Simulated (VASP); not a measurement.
Data:

```yaml
crystal:
  lattice:
    - [1.86169, -3.22454, 0.00000]
    - [1.86169, 3.22454, 0.00000]
    - [0.00000, 0.00000, 5.76289]
  atoms:
    - { symbol: Gd, position: [0.33333, 0.66667, 0.25000] }
    - { symbol: Gd, position: [0.66667, 0.33333, 0.75000] }
```

The numbers are results of RPBE GGA, VASP's PBE PAW potentials (set 64) (plane waves; VASP), not measurements. Run with 520 eV cut-off, Gaussian smearing of 0.050 eV, potentials Gd_3.

The 4f electrons are frozen in the core of the lanthanide potential, so 4f levels, which can set the real gap, and their magnetism are missing.

Problem. Predict the band gap (along the path) with the smallest direct gap where there is one.

Solution. 
```yaml
band gap (along the path): none (metal, semimetal or under 0.01 eV)
```

The absolute energy has meaning only against runs of the same code, potentials and settings.

The compound is Gd in the hcp structure. It was relaxed first.
